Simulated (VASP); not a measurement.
An input for Quantum ESPRESSO's pw.x (written as the equivalent of a VASP run, and not itself run):

```
&CONTROL
  calculation = 'scf'
  pseudo_dir = './pseudo'
  outdir = './out'
  tprnfor = .true.
  tstress = .true.
/
&SYSTEM
  ibrav = 0
  nat = 2
  ntyp = 2
  ecutwfc = 92
  occupations = 'smearing'
  smearing = 'gaussian'
  degauss = 0.003675
  input_dft = 'pbe'
  vdw_corr = 'grimme-d3'
  dftd3_version = 3
  dftd3_threebody = .false.
/
&ELECTRONS
  conv_thr = 7.3e-09
  electron_maxstep = 100
/
ATOMIC_SPECIES
  Cu 63.546 Cu.upf
  Cl 35.450 Cl.upf
CELL_PARAMETERS angstrom
     0.0000000    2.6233790    2.6233790
     2.6233790    0.0000000    2.6233790
     2.6233790    2.6233790    0.0000000
ATOMIC_POSITIONS crystal
  Cu   0.0000000  0.0000000  0.0000000
  Cl   0.2500000  0.2500000  0.2500000
K_POINTS automatic
  9 9 9 0 0 0
```

**Question.** Write the VASP files for the same calculation (PBE-D3 (zero damping)).

**Answer.** This is not unique; one that fits is 
### KPOINTS
```
Automatic mesh
0
Gamma
9 9 9
0 0 0
```

POSCAR:
```
CuCl
3.7100180
  0.0000000000   0.7071068041   0.7071068041
  0.7071068041   0.0000000000   0.7071068041
  0.7071068041   0.7071068041   0.0000000000
Cu Cl
1 1
Direct
  0.0000000000   0.0000000000   0.0000000000
  0.2500000000   0.2500000000   0.2500000000
```

### INCAR
```
LWAVE = .FALSE.
SIGMA = 0.05
LMAXMIX = 4
GGA = PE   ! PBE
SYSTEM = CuCl
LASPH = .TRUE.
LCHARG = .FALSE.
LREAL = .FALSE.   ! projection in real space or not
IVDW = 11
NELM = 100   ! most electronic steps
ENCUT = 520
EDIFF = 1E-7
ISMEAR = 0   ! Gaussian
ISIF = 2   ! forces and stress, cell fixed
PREC = Accurate
ALGO = Normal   ! blocked Davidson
```

POTCAR, in this order: Cu Cl (PBE.64 set). Program: vasp_std.

Limits of the translation: the potentials are each code's own (VASP's PAW set, PseudoDojo norm-conserving files in pw.x), so ENCUT and ecutwfc are chosen apart and not converted; conv_thr bounds pw.x's estimated SCF error, while EDIFF bounds the energy change between steps.

The compound is CuCl in the zinc blende structure. This cell is one point of a volume scan, at 0.94 of the reference volume.
